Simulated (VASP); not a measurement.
Input:

```
KCl
1.0
    0.00000     3.17834     3.17834
    3.17834     0.00000     3.17834
    3.17834     3.17834     0.00000
K Cl
1 1
Direct
  0.00000   0.00000   0.00000
  0.50000   0.50000   0.50000
```

All values below come from r2SCAN+rVV10, VASP's PBE PAW potentials (set 64) (plane waves; VASP). Numerical set-up: 520 eV cut-off, 7×7×7 Γ-centred mesh, Gaussian smearing of 0.050 eV, potentials K_sv Cl.

Q: Predict the energy per atom (σ→0), pressure, band gap (on the k-mesh) with the smallest direct gap where there is one.

A: 
```json
{
 "band gap (on the k-mesh)": "5.61 eV",
 "smallest direct gap (on the k-mesh)": "5.61 eV",
 "energy per atom (σ→0)": "-7995 meV/atom",
 "pressure": "-1.07 GPa"
}
```

The compound is KCl in the rock salt structure. This cell is one point of a volume scan, at 1.06 of the reference volume.
